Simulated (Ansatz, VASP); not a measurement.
# K2Si3O7: VASP beside Ansatz, part 2 of 2

One calculation is typed for both programs; each brings its own data sets. How far apart do they land? The structure shown is frame 197 of Ansatz's trajectory.

VASP 6.6.1 and Ansatz 0.2.0.

So far: Starting point; Ansatz: dynamics, revPBE.

### Step 3. VASP: single point, revPBE

Level of this step: revPBE; plane waves and PAW (Si, K_sv, O) (VASP).

The same cell, functional, mesh and smearing now go to VASP, with its own data sets.

Lines of VASP's logs that name or quote its potential files are left out, and so is its time.

INCAR

```
SYSTEM = K2Si3O7
PREC = Accurate
ENCUT = 520
EDIFF = 1E-06
NELM = 120
ISMEAR = 0
SIGMA = 0.05
LREAL = Auto
ALGO = Normal
GGA = RE
NBANDS = 224
LORBIT = 11
LWAVE = .FALSE.
LCHARG = .FALSE.
ISIF = 2
LASPH = .TRUE.
GGA_COMPAT = .FALSE.
EFERMI = MIDGAP
NCORE = 2
```

POSCAR

```
K2Si3O7
1.0
    9.9502700000      0.0000000000      0.0000000000
    0.0000000000      9.9502700000      0.0000000000
    0.0000000000      0.0000000000      9.9502700000
Si K O
15 10 35
Direct
    0.8714838894      0.6298120554      0.6328973988
    0.0161804655      0.8784183746      0.7444923605
    0.3315186422      0.2801230519      0.4324907766
    0.2288078615      0.0241601484      0.5851499507
    0.2160845887      0.8321281734      0.3258504543
    0.8234952418      0.8996137793      0.9785764607
    0.5100163111      0.0068741853      0.7483515523
    0.6784740515      0.8654840522      0.5103379104
    0.4009740439      0.9089502094      0.0196879080
    0.7085636872      0.5383070007      0.1588097609
    0.1868693010      0.6816900446      0.9410699408
    0.5075038165      0.7627029216      0.2581738988
    0.2412899348      0.1228107378      0.1589705606
    0.9867973432      0.7151062232      0.1634528510
    0.6874888822      0.6305859037      0.8769912776
    0.5872302963      0.5150714503      0.5021371279
    0.7698384064      0.2518926622      0.9861239946
    0.6248775159      0.1109919630      0.2655103831
    0.9942815622      0.4220387989      0.3398400244
    0.4467918961      0.3761405469      0.8386305095
    0.7455576582      0.1821860110      0.5957225281
    0.1070222215      0.2791281041      0.8328417219
    0.2165468877      0.6048981585      0.6054408574
    0.3053484981      0.4843687659      0.1830101093
    0.9399744932      0.0649228614      0.2592391965
    0.5616330009      0.6102045472      0.7808531829
    0.3461514110      0.7326836357      0.3082730418
    0.5799541118      0.8086011736      0.3861503256
    0.7734563987      0.9787875103      0.4434050533
    0.7261310497      0.3923109624      0.2327977030
    0.2227477244      0.5361764053      0.8677251974
    0.7567633843      0.0171050635      0.0665409079
    0.5633816972      0.6164958338      0.2039442146
    0.9510194196      0.8397159072      0.0619882677
    0.9747675189      0.7681500100      0.6335003975
    0.5991395208      0.9328892583      0.6337918469
    0.8494643864      0.6245659666      0.1983463765
    0.2104465507      0.9781443117      0.2449179771
    0.2148383913      0.1645281987      0.5046496226
    0.5821751571      0.1437850430      0.8027420361
    0.8906089985      0.9418839891      0.8297463285
    0.3276896004      0.2075923568      0.2704147727
    0.4833034681      0.9062166152      0.8751018817
    0.8308618761      0.6144657381      0.7874761187
    0.9148696468      0.5021270780      0.5549899651
    0.4954639422      0.8782475249      0.1448704407
    0.4778262298      0.2720428692      0.4872028598
    0.3548546924      0.0437877565      0.6817402945
    0.0656364099      0.7516378953      0.3081725421
    0.1222177891      0.7978275966      0.8503990344
    0.7138298760      0.7699489562      0.9596222012
    0.3046148496      0.7748935456      0.0241299985
    0.0913945049      0.0109645266      0.6819111441
    0.7451958590      0.7180408170      0.5601154542
    0.3423726190      0.0613450690      0.0374864200
    0.2250089696      0.8892522514      0.4865898111
    0.6899410770      0.5146795012      0.9959699586
    0.2571086011      0.4259783905      0.4355761200
    0.1150521544      0.1930902378      0.0969320431
    0.0894749590      0.6118828936      0.0712342479
```

KPOINTS

```
Automatic mesh
0
Gamma
1 1 1
0 0 0
```

Potentials, in the order of the species: Si, K_sv and O (PBE family, release 64).

Command:

```
$ mpirun -np 8 vasp_gam
```

Numbers of over 12 decimals in the logs are rounded to 6 here.

Log:

```text
[banner, memory and clock lines left out]
running    8 mpi-ranks, on    1 nodes
[...]
|                                                                             |
|               ----> ADVICE to this user running VASP <----                  |
|                                                                             |
|     You enforced a specific xc type in the INCAR file but a different       |
|     [... a line on the potential file left out ...]
|     I HOPE YOU KNOW WHAT YOU ARE DOING!                                     |
|                                                                             |

 LDA part: xc-table for (Slater+PW92), standard interpolation
 POSCAR, INCAR and KPOINTS ok, starting setup
[...]
entering main loop
       N       E                     dE             d eps       ncg     rms          rms(c)
DAV:   1     0.384716322342E+04    0.38472E+04   -0.20719E+05   456   0.158E+03
DAV:   2    -0.824472169839E+02   -0.39296E+04   -0.37964E+04   552   0.430E+02
DAV:   3    -0.449315641851E+03   -0.36687E+03   -0.36471E+03   552   0.137E+02
DAV:   4    -0.461083627925E+03   -0.11768E+02   -0.11715E+02   544   0.257E+01
[...]
DAV:  18    -0.397691156351E+03    0.32403E-06   -0.15027E-05   512   0.986E-03    0.646E-03
DAV:  19    -0.397691157807E+03   -0.14557E-05   -0.41702E-06   496   0.651E-03    0.346E-03
DAV:  20    -0.397691158416E+03   -0.60971E-06   -0.17471E-06   328   0.532E-03
   1 F= -.39769116E+03 E0= -.39769116E+03  d E =0.000000E+00
```

OUTCAR, selected parts (step 3):

```text
  Total       10.4753189    -12.7612034     14.4371579     -4.3535163     -6.4410768      0.8807297
  in kB       17.0362200    -20.7537995     23.4794377     -7.0802104    -10.4752517      1.4323482
  external PRESSURE =       6.5872861 kB  Pullay stress =       0.0000000 kB

 POSITION                                       TOTAL-FORCE (eV/Angst)
 -----------------------------------------------------------------------------------
      8.67150      6.26680      6.29750        -1.085001      3.666579     -0.692342
      0.16100      8.74050      7.40790         0.563241     -1.019953      1.150867
      3.29870      2.78730      4.30340        -2.278460     -0.914982     -0.446519
      2.27670      0.24040      5.82240        -0.538775     -0.034130     -0.606529
      2.15010      8.27990      3.24230        -0.653512      2.384812      1.237429
      8.19400      8.95140      9.73710        -2.571785     -0.226567      0.001689
      5.07480      0.06840      7.44630        -0.481040      2.265680      1.058013
      6.75100      8.61180      5.07800         2.374392     -0.993866     -0.700357
      3.98980      9.04430      0.19590         0.166474     -0.253364     -3.043238
      7.05040      5.35630      1.58020         0.602339     -1.638702      1.233138
      1.85940      6.78300      9.36390         0.741629     -2.566072      0.579184
      5.04980      7.58910      2.56890        -2.036354     -1.156548     -1.648643
      2.40090      1.22200      1.58180         1.023867     -1.536510      0.556216
      9.81890      7.11550      1.62640        -0.456787     -1.601587     -1.345766
[...]
-----------------------------------------------------------------------------------
    total drift:                               -0.010141      0.024303     -0.011812

  FREE ENERGIE OF THE ION-ELECTRON SYSTEM (eV)
  ---------------------------------------------------
  free  energy   TOTEN  =      -397.6911584165 eV

  energy  without entropy=     -397.6911584165  energy(sigma->0) =     -397.69115842

[... 3 further parts left out ...]
[key lines of the parts left out:]
E-fermi :   2.9149
```

The run ends at a pressure of 0.66 GPa, with forces up to 3.9 eV/Å.

### Step 4. Comparison

Known differences besides the potentials themselves: the cutoff is 420 eV in Ansatz and 520 eV in VASP (PREC = Accurate, projectors in real space); Ansatz makes its cores anew for this functional, VASP keeps those of its PBE data sets. Total energies have different zeros and are not compared.

Forces on 9 of the 60 atoms, those with the largest forces and the largest differences (eV/Å; atoms numbered as in POSCAR):

```tsv
atom	Ansatz x, y, z	VASP x, y, z
Si1	-1.081, 3.595, -0.683	-1.085, 3.667, -0.692
Si3	-2.215, -0.855, -0.405	-2.278, -0.915, -0.447
Si5	-0.629, 2.395, 1.204	-0.654, 2.385, 1.237
Si8	2.443, -0.930, -0.709	2.374, -0.994, -0.700
Si9	0.125, -0.244, -3.026	0.166, -0.253, -3.043
Si11	0.730, -2.592, 0.540	0.742, -2.566, 0.579
Si12	-2.025, -1.140, -1.668	-2.036, -1.157, -1.649
Si15	-0.239, 0.665, -2.239	-0.174, 0.648, -2.192
O28	0.903, 0.973, 2.311	0.938, 0.988, 2.349
```

The forces differ by 26 meV/Å r.m.s., which is 2.7 % of the r.m.s. force of 0.963 eV/Å (both taken over all components).

### Step 5. Outcome

```yaml
r_m_s_force_difference_single_point_revpbe: 2.7 % of the r.m.s. force
```

What this shows: The r.m.s. force difference is 2.7 % of the r.m.s. force (single point, revPBE), within the 3 % picked in this series as the mark of a large difference. 2 further runs of this series are not shown here. How closely two codes agree says nothing of how well the functional describes the real material.

[Lines on the potential files, build, host, timing and source positions are cut from VASP's logs without a mark.]

[Logs are printed without paths, hosts, clocks, repeated set-up lines and the standing remarks that a program may print on its own settings, such as how far it seeks lower states.]

[Hosts, paths, dates, database ids (printed as entryN), source tags and the programs' standing remarks are cut or masked in the printed files.]
